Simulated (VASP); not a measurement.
The system is SiC.

```
Si C
1.0
     0.00000    2.18926    2.18926
     2.18926    0.00000    2.18926
     2.18926    2.18926    0.00000
Si C
1 1
Direct
  0.75000 0.75000 0.75000
  0.00000 0.00000 0.00000
```

The cell is a database's computed one.

Base run:

- Program: VASP 6.6.1
- Functional: PBE
- Potentials or basis: VASP PAW PBE potentials, release 64 (Si, C)
- Cutoff: 600 eV
- k mesh: 14 × 14 × 14
- Occupations: gaussian, width 0.02 eV
- Spin: no spin polarisation

Its results: band gap on the k mesh 1.37 eV, indirect (least direct gap 4.53 eV).

Question: After a change of settings the same cell gave: band gap on the k mesh 1.32 eV, indirect (least direct gap 4.48 eV). Which change was it?
A. functional from PBE to PBE0; cutoff from 600 eV to 450 eV; k mesh from 14 × 14 × 14 to 10 × 10 × 10
B. functional from PBE to r2SCAN; cutoff from 600 eV to 450 eV
C. functional from PBE to LDA; potentials or basis from VASP PAW PBE potentials, release 64 (Si, C) to VASP PAW LDA potentials, release 64 (Si, C); cutoff from 600 eV to 450 eV
D. functional from PBE to HSE06; cutoff from 600 eV to 450 eV; k mesh from 14 × 14 × 14 to 10 × 10 × 10

Answer: C.
